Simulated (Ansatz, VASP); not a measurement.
# YTlO2 in two plane-wave programs, part 2 of 2

Aim: how closely do two programs agree when they are given the same cell, functional and k mesh? The cell is taken from a series of runs on this material, whose earlier steps may have relaxed, scaled, displaced or heated it; both programs get it as it stands.

VASP 6.6.1 and Ansatz 0.2.0.

So far: Starting point; VASP: relaxation of cell and atoms, LDA, pair 1; Ansatz: relaxation of cell and atoms, LDA, pair 1.

## 4. Comparison

Known differences besides the potentials themselves: the two LDA forms differ slightly; fixed occupations in Ansatz, narrow Gaussian smearing in VASP; the cutoff is 420 eV in Ansatz and 600 eV in VASP; VASP's log shows a relativistic correction to its local exchange, Ansatz's none; Ansatz adds a Pulay correction to the stress that steers its cell, VASP none. Total energies have different zeros and are not compared.

Compared:

```csv
quantity,Ansatz,VASP,difference
volume (Å³),63.75,63.81,-0.08 %
"edge a after relaxation, in the typed setting (Å)",6.593,6.594,-0.02 %
```

## 5. VASP: relaxation of cell and atoms, LDA, pair 2

The relaxed volume is the usual yardstick between codes: in a stiff, nearly cubic crystal its relative difference is about their pressure difference at one cell divided by the bulk modulus.

INCAR

```
SYSTEM = YTlO2
PREC = Accurate
ENCUT = 600
EDIFF = 1E-07
NELM = 120
ISMEAR = 0
SIGMA = 0.02
LREAL = .FALSE.
ALGO = Normal
GGA = CA
NBANDS = 24
LASPH = .TRUE.
LORBIT = 11
LWAVE = .FALSE.
LCHARG = .FALSE.
ISIF = 3
IBRION = 2
NSW = 80
EDIFFG = -0.005
GGA_COMPAT = .FALSE.
NELMIN = 4
EFERMI = MIDGAP
KPAR = 2
```

POSCAR

```
YTlO2
1.0
    1.7117250000      0.9882650000      6.3033540000
   -1.7117250000      0.9882650000      6.3033540000
    0.0000000000     -1.9765300000      6.3033530000
Y Tl O
1 1 2
Direct
    0.4999999736      0.4999999736      0.4999999736
    0.0000000000      0.0000000000      0.0000000000
    0.7752376367      0.7752376367      0.7752376367
    0.2247623633      0.2247623633      0.2247623633
```

KPOINTS

```
Automatic mesh
0
Gamma
9 9 9
0 0 0
```

Potentials, in the order of the species: Y_sv, Tl_d and O (LDA family, release 64).

On the command line:

```console
$ mpirun -np 2 vasp_std
```

Numbers of over 12 decimals in the logs are rounded to 6 here.

Log:

```text
[... set-up lines as in an earlier step ...]
 entering main loop
       N       E                     dE             d eps       ncg     rms          rms(c)
DAV:   1     0.232775878915E+03    0.23278E+03   -0.21212E+04  4128   0.164E+03
DAV:   2    -0.233298254629E+02   -0.25611E+03   -0.24754E+03  4888   0.367E+02
DAV:   3    -0.366809251206E+02   -0.13351E+02   -0.13301E+02  6272   0.761E+01
DAV:   4    -0.370914024064E+02   -0.41048E+00   -0.41036E+00  5352   0.977E+00
[...]
DAV:  14    -0.310616191502E+02    0.32936E-06   -0.52573E-06  5104   0.140E-02    0.422E-03
DAV:  15    -0.310616189541E+02    0.19611E-06   -0.12177E-06  5192   0.623E-03    0.240E-03
DAV:  16    -0.310616189580E+02   -0.38631E-08   -0.69804E-08  2536   0.182E-03
   1 F= -.31061619E+02 E0= -.31061619E+02  d E =-.310616E+02
[...]
2 F= -.31061728E+02 E0= -.31061728E+02  d E =-.108953E-03
[...]
3 F= -.31061765E+02 E0= -.31061765E+02  d E =-.146520E-03
[...]
4 F= -.31061815E+02 E0= -.31061815E+02  d E =-.494469E-04
[...]
5 F= -.31061823E+02 E0= -.31061823E+02  d E =-.579547E-04
[...]
reached required accuracy - stopping structural energy minimisation
```

Parts of OUTCAR (step 5):

```text
  Total       -0.0028679     -0.0028679     -0.0067744      0.0000000     -0.0000000      0.0000000
  in kB       -0.0720351     -0.0720351     -0.1701559      0.0000000     -0.0000000      0.0000000
  external PRESSURE =      -0.1047420 kB  Pullay stress =       0.0000000 kB

 POSITION                                       TOTAL-FORCE (eV/Angst)
 -----------------------------------------------------------------------------------
      0.00000     -0.00000      9.43617         0.000000      0.000000     -0.000000
      0.00000     -0.00000      0.00000        -0.000000      0.000000     -0.000000
      0.00000     -0.00000     14.62796         0.000000     -0.000000      0.003352
      0.00000     -0.00000      4.24438        -0.000000      0.000000     -0.003352
 -----------------------------------------------------------------------------------
    total drift:                                0.000000     -0.000000      0.000365

  FREE ENERGIE OF THE ION-ELECTRON SYSTEM (eV)
  ---------------------------------------------------
  free  energy   TOTEN  =       -31.0618234326 eV

  energy  without entropy=      -31.0618234326  energy(sigma->0) =      -31.06182343

[... 2 parts as in an earlier step ...]

[... 2 further parts left out ...]
[key lines of the parts left out:]
E-fermi :   4.8115
```

## 6. Ansatz: relaxation of cell and atoms, LDA, pair 2

The same cell, functional (in two slightly different forms), mesh and smearing now go to Ansatz, which takes its cutoff from its data sets.

The cell is taken from a series of runs on this material, whose earlier steps may have relaxed, scaled, displaced or heated it; both programs get it as it stands.

input.yaml

```yaml
crystal:
  lattice:
    - [1.7117252948, 0.9882648981, 6.3033535469]
    - [-1.7117252948, 0.9882648981, 6.3033535469]
    - [0.0, -1.9765302811, 6.3033534709]
  atoms:
    - { symbol: "Y", position: [0.5, 0.5, 0.5] }
    - { symbol: Tl, position: [1.0, 0.0, 0.0] }
    - { symbol: O, position: [0.775237629, 0.775237629, 0.775237629] }
    - { symbol: O, position: [0.224762371, 0.224762371, 0.224762371] }
kpoints:
  mp_grid: { grid: [9, 9, 9] }
hamiltonian:
  xc: lda
scf:
  occupations: { method: gaussian, width: 0.02 }
output:
  forces: true
  stress: true
  eigenvalues: true
  write_density: true
  write_potential: true
  elf: true
  volumetric_format: npy
relax:
  adjacent_minimum: "off"
  f_tol: 0.005
  max_steps: 80
  cell: { stress_tol: 0.05 }
```

On the command line:

```console
$ ansatz run input.yaml --threads 2 --pin off --max-ram 5120MiB --backend cpu --events-out ev --progress --plain --runs-dir out
```

Log:

```text
[...]
Crystal: 4 atoms, lattice volume = 63.978 Å³
Basis set: ecut = 420 eV, 1245 PW (Γ), FFT grids on a1−a2, a2, −a2+a3
Bands: 22, of which v1, the nominal top of the filled ones, is band 18 counted from 1 (17 counted from 0)
Symmetry: 12 space group operations
[...]
k-points: 85 of 729
[...]
cell:  # Å, volume = 63.7684 Å³
    - [1.710753, 0.987704, 6.289844]
    - [-1.710753, 0.987704, 6.289844]
    - [0, -1.975408, 6.289844]
  atoms:
    - { symbol: Y, position: [0.5, 0.5, 0.5] }
    - { symbol: Tl, position: [1.000000, 5.551115123125783e-17, 5.551115123125783e-17] }
    - { symbol: O, position: [0.775159, 0.775159, 0.775159] }
    - { symbol: O, position: [0.224841, 0.224841, 0.224841] }
[key lines of the parts left out:]
SCF converged after 8 iterations
Free energy (F): -16007.317567 eV
Fermi energy:    10.397895 eV
P = ⅓ Tr σ = -0.0282 GPa (-0.282 kbar)
```

## 7. Differences

Both answers:

| quantity | Ansatz | VASP | difference |
| --- | --- | --- | --- |
| volume (Å³) | 63.77 | 63.79 | -0.03 % |
| edge a after relaxation, in the typed setting (Å) | 6.593 | 6.594 | -0.01 % |

## 8. What came out

| Quantity | Value |
| --- | --- |
| difference in volume (relaxation of cell and atoms, LDA, pair 1) | -0.081 % |
| difference in volume (relaxation of cell and atoms, LDA, pair 2) | -0.030 % |

The difference in volume is -0.081 % (relaxation of cell and atoms, LDA, pair 1), within the 1.2 % picked in this series as the mark of a large difference, as far as the stopping tolerances let one tell. Such differences can come from data sets, numerical settings and the points named under the comparisons, not from the functional's error against experiment.

[Lines on the potential files, build, host, timing and source positions are cut from VASP's logs without a mark.]

[Logs are printed without paths, hosts, clocks, repeated set-up lines and the standing remarks that a program may print on its own settings, such as how far it seeks lower states.]

[Hosts, paths, dates, database ids (printed as entryN), source tags and the programs' standing remarks are cut or masked in the printed files.]
